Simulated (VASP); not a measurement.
Data:

```
CELL_PARAMETERS angstrom
      0.00000     2.94135     2.94135
      2.94135     0.00000     2.94135
      2.94135     2.94135     0.00000
ATOMIC_POSITIONS crystal
  In 0.00000 0.00000 0.00000
  P  0.25000 0.25000 0.25000
```

The numbers are results of PBE GGA, VASP's PBE PAW potentials (set 64) (plane waves; VASP 6.6.1), not measurements. Numerical set-up: 300 eV cut-off, 5×5×5 Γ-centred mesh, Gaussian smearing of 0.020 eV, potentials In_d P.

At this cut-off the stress carries a Pulay error, which pulls relaxed volumes low.

**Question.** Give the stress tensor in GPa (positive for a compressed cell).

**Answer.** 
```
2.18  0.00  0.00
0.00  2.18  0.00
0.00  0.00  2.18
```
The pressure is its mean diagonal, 2.18 GPa.

The structure comes from a computed database's InP entry; how it stands against other phases isn't given here. The cell was not relaxed at this level.
